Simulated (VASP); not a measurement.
Level of theory: vdW-DF2, VASP's PBE PAW potentials (set 64) (plane waves; VASP).

A VASP calculation is set up with these files.

File KPOINTS:
```
Regular mesh
0
Gamma
11 11 11
0 0 0
```

File POSCAR:
```
CoSi2
1
    0.0000000000     2.7337923238     2.7337923238
    2.7337923238     0.0000000000     2.7337923238
    2.7337923238     2.7337923238    -0.0000000000
Co Si
1 2
Direct
  0.0000000000   0.0000000000   0.0000000000
  0.2500000000   0.2500000000   0.2500000000
  0.7500000000   0.7500000000   0.7500000000
```

**INCAR**
```
ALGO = Normal   ! blocked Davidson
LWAVE = F
PREC = Accurate
LASPH = T   ! aspherical one-centre terms
GGA = ML
SYSTEM = CoSi2
ENCUT = 520   ! plane-wave cut-off (eV)
LORBIT = 11
LCHARG = T
AGGAC = 0.0
ISIF = 2   ! forces and stress, cell fixed
EDIFF = 1E-7
ZAB_VDW = -1.8867
NELM = 100   ! most electronic steps
LREAL = F   ! projection in real space or not
NEDOS = 601   ! DOS grid
LMAXMIX = 4   ! l cut-off of mixed one-centre charges
LEFG = T
LUSE_VDW = T
ISMEAR = -5
```

POTCAR, in this order: Co Si (PBE.64 set). Program: vasp_std.

What VASP printed:

File OSZICAR:
```
       N       E                     dE             d eps       ncg     rms          rms(c)
DAV:   1     0.770800508300E+02    0.77080E+02   -0.69023E+03  1344   0.132E+03
DAV:   2    -0.823413287596E+01   -0.85314E+02   -0.80010E+02  1360   0.253E+02
DAV:   3    -0.123899425252E+02   -0.41558E+01   -0.39884E+01  1752   0.637E+01
DAV:   4    -0.124907014359E+02   -0.10076E+00   -0.10006E+00  1664   0.944E+00
DAV:   5    -0.124940649523E+02   -0.33635E-02   -0.33548E-02  1816   0.175E+00    0.116E+01
DAV:   6    -0.158653935850E+02   -0.33713E+01   -0.31353E+01  1760   0.120E+02    0.168E+01
DAV:   7    -0.115479438216E+02    0.43174E+01   -0.13764E+01  1816   0.958E+01    0.237E+00
DAV:   8    -0.116135358689E+02   -0.65592E-01   -0.96806E-01  1696   0.849E+00    0.187E+00
DAV:   9    -0.115896648202E+02    0.23871E-01   -0.11270E-01  1684   0.738E+00    0.366E-01
DAV:  10    -0.115897132036E+02   -0.48383E-04   -0.71923E-03  1572   0.102E+00    0.696E-02
DAV:  11    -0.115897511631E+02   -0.37959E-04   -0.28871E-04  2112   0.279E-01    0.374E-02
DAV:  12    -0.115897517182E+02   -0.55512E-06   -0.36189E-05  1528   0.699E-02    0.142E-02
DAV:  13    -0.115897437278E+02    0.79904E-05   -0.76216E-06  2144   0.372E-02    0.530E-03
DAV:  14    -0.115897438962E+02   -0.16840E-06   -0.69985E-07  1564   0.870E-03    0.404E-03
DAV:  15    -0.115897456840E+02   -0.17878E-05   -0.35433E-07  1476   0.118E-02    0.127E-03
DAV:  16    -0.115897459829E+02   -0.29895E-06   -0.80543E-08   864   0.245E-03    0.457E-04
DAV:  17    -0.115897459263E+02    0.56633E-07   -0.11004E-08   784   0.176E-03
   1 F= -.11589746E+02 E0= -.11589746E+02  d E =0.000000E+00
```

**OUTCAR**
```
------------------------ aborting loop because EDIFF is reached ----------------------------------------
  FORCE on cell =-STRESS in cart. coord.  units (eV):
  Direction    XX          YY          ZZ          XY          YZ          ZX
  --------------------------------------------------------------------------------------
  Total        0.0123614      0.0123614      0.0123614     -0.0000000      0.0000000     -0.0000000
  in kB        0.4846766      0.4846766      0.4846766     -0.0000000      0.0000000     -0.0000000
  external PRESSURE =       0.4846766 kB  Pullay stress =       0.0000000 kB
  volume of cell :       40.86
      direct lattice vectors                 reciprocal lattice vectors
     0.000000000  2.733792324  2.733792324    -0.182896117  0.182896117  0.182896117
     2.733792324  0.000000000  2.733792324     0.182896117 -0.182896117  0.182896117
     2.733792324  2.733792324  0.000000000     0.182896117  0.182896117 -0.182896117
 POSITION                                       TOTAL-FORCE (eV/Angst)
 -----------------------------------------------------------------------------------
      0.00000      0.00000      0.00000         0.000000      0.000000     -0.000000
      1.36690      1.36690      1.36690        -0.000000     -0.000000     -0.000000
      4.10069      4.10069      4.10069         0.000000     -0.000000      0.000000
 -----------------------------------------------------------------------------------
    total drift:                                0.000000     -0.000000     -0.000000
  FREE ENERGIE OF THE ION-ELECTRON SYSTEM (eV)
  ---------------------------------------------------
  free  energy   TOTEN  =       -11.5897459263 eV

  energy  without entropy=      -11.5897459263  energy(sigma->0) =      -11.58974593

 total charge

# of ion       s       p       d       tot
------------------------------------------
    1        0.496   0.630   7.559   8.685
    2        0.727   0.843   0.000   1.570
    3        0.727   0.843   0.000   1.570
--------------------------------------------------
tot          1.951   2.316   7.559  11.825

 Electric field gradients after diagonalization (V/A^2)
 (convention: |V_zz| > |V_xx| > |V_yy|)
----------------------------------------------------------------------
 ion       V_xx      V_yy      V_zz     asymmetry (V_yy - V_xx)/ V_zz
----------------------------------------------------------------------
   1      -0.000    -0.000     0.001       0.000
   2      -0.000    -0.000     0.000       0.000
   3      -0.000    -0.000     0.000       0.000
```
(Selected blocks of OUTCAR.)

For a metal the tetrahedron method with Blöchl corrections gives inexact stress and forces.

The compound is CoSi2 in the fluorite structure. It was relaxed first, which changed the volume by +6 %. The run is not spin-polarised, so no magnetic state was tried. The electron count is odd and the run is not spin-polarised, which forces a metal.
